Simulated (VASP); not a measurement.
Calculation: PBE GGA, VASP's PBE PAW potentials (set 64) (plane waves; VASP).

The input files of a VASP run:

**KPOINTS**
```
Automatic
0
Gamma
 14 14 14
0 0 0
```

### POSCAR
```
HfC
1
    0.0000000000     2.2935599861     2.2935599861
    2.2935599861     0.0000000000     2.2935599861
    2.2935599861     2.2935599861     0.0000000000
Hf C
1 1
Direct
  0.0000000000   0.0000000000   0.0000000000
  0.5000000000   0.5000000000   0.5000000000
```

### INCAR
```
SYSTEM=HfC
PREC=Accurate; ENCUT=620; LREAL=.FALSE.
LASPH=.TRUE.
EDIFF=1E-6; NELM=100; ALGO=Normal
LMAXMIX=6
ISMEAR=1; SIGMA=0.1
GGA=PE
IBRION=2; NSW=40; ISIF=3
EDIFFG=-0.02; PSTRESS=100
LWAVE=.FALSE.; LCHARG=.FALSE.
```

POTCAR, in this order: Hf_pv C (PBE.64 set). Program: vasp_std.

Output

**OUTCAR**
```
 ion  position               nearest neighbor table
   1  0.000  0.000  0.000-   2 2.29   2 2.29   2 2.29   2 2.29   2 2.29   2 2.29
   2  0.500  0.500  0.500-   1 2.29   1 2.29   1 2.29   1 2.29   1 2.29   1 2.29
  LATTYP: Found a face centered cubic cell.
 ALAT       =     4.5871199722
 Subroutine PRICEL returns:
 Original cell was already a primitive cell.
 Subroutine GETGRP returns: Found 48 space group operations
The static configuration has the point symmetry O_h .
The dynamic configuration has the point symmetry O_h .
 Subroutine INISYM returns: Found 48 space group operations
 Subroutine IBZKPT returns following result:
 Found    104 irreducible k-points:

 Following reciprocal coordinates:
            Coordinates               Weight
  0.000000  0.000000  0.000000      1.000000
  0.071429  0.000000  0.000000      8.000000
  0.142857  0.000000  0.000000      8.000000
  0.214286  0.000000  0.000000      8.000000
  0.285714  0.000000  0.000000      8.000000
  0.357143  0.000000  0.000000      8.000000
  0.428571  0.000000  0.000000      8.000000
  0.500000  0.000000  0.000000      4.000000
  0.071429  0.071429  0.000000      6.000000
...
```

### OSZICAR
```
       N       E                     dE             d eps       ncg     rms          rms(c)
DAV:   1     0.285250916369E+02    0.28525E+02   -0.85897E+03  2288   0.140E+03
DAV:   2    -0.222797854836E+02   -0.50805E+02   -0.48169E+02  3035   0.236E+02
DAV:   3    -0.241393308091E+02   -0.18595E+01   -0.18224E+01  2987   0.339E+01
DAV:   4    -0.241546891975E+02   -0.15358E-01   -0.15342E-01  2737   0.326E+00
DAV:   5    -0.241548784673E+02   -0.18927E-03   -0.18920E-03  2954   0.301E-01    0.615E+01
DAV:   6    -0.210836041393E+02    0.30713E+01   -0.19584E+01  2540   0.233E+01    0.432E+01
DAV:   7    -0.210287233853E+02    0.54881E-01   -0.58002E-01  2645   0.606E+00    0.249E+01
DAV:   8    -0.210227200668E+02    0.60033E-02   -0.42575E-02  2584   0.214E+00    0.530E+00
DAV:   9    -0.210179240037E+02    0.47961E-02   -0.23807E-02  2587   0.921E-01    0.183E+00
DAV:  10    -0.210177124274E+02    0.21158E-03   -0.81409E-04  2663   0.249E-01    0.373E-01
DAV:  11    -0.210177052313E+02    0.71962E-05   -0.16782E-04  2636   0.964E-02    0.648E-02
DAV:  12    -0.210177029572E+02    0.22740E-05   -0.56532E-06  2668   0.222E-02    0.629E-02
DAV:  13    -0.210177021791E+02    0.77811E-06   -0.52195E-07  1303   0.735E-03
   1 F= -.19511616E+02 E0= -.19511597E+02  d E =-.195116E+02
```

File OUTCAR:
```
------------------------ aborting loop because EDIFF is reached ----------------------------------------
  FORCE on cell =-STRESS in cart. coord.  units (eV):
  Direction    XX          YY          ZZ          XY          YZ          ZX
  --------------------------------------------------------------------------------------
  Total        1.4987679      1.4987679      1.4987679      0.0000000     -0.0000000      0.0000000
  in kB       99.5141093     99.5141093     99.5141093      0.0000000     -0.0000000      0.0000000
  external PRESSURE =      -0.4858907 kB  Pullay stress =     100.0000000 kB
  volume of cell :       24.13
      direct lattice vectors                 reciprocal lattice vectors
     0.000000000  2.293559986  2.293559986    -0.218001710  0.218001710  0.218001710
     2.293559986  0.000000000  2.293559986     0.218001710 -0.218001710  0.218001710
     2.293559986  2.293559986  0.000000000     0.218001710  0.218001710 -0.218001710
 POSITION                                       TOTAL-FORCE (eV/Angst)
 -----------------------------------------------------------------------------------
      0.00000      0.00000      0.00000         0.000000      0.000000      0.000000
      2.29356      2.29356      2.29356        -0.000000     -0.000000     -0.000000
 -----------------------------------------------------------------------------------
    total drift:                                0.000000      0.000000      0.000000
  FREE ENERGIE OF THE ION-ELECTRON SYSTEM (eV)
  ---------------------------------------------------
  free  energy   TOTEN  =       -21.0177021791 eV

  energy  without entropy=      -21.0176438785  energy(sigma->0) =      -21.01768275
  enthalpy is  TOTEN    =       -19.5116163476 eV   P V=        1.5060858315

 reached required accuracy - stopping structural energy minimisation
```
(Selected blocks of OUTCAR.)

The compound is HfC in the rock salt structure. It was relaxed first under an external pressure of 10 GPa.
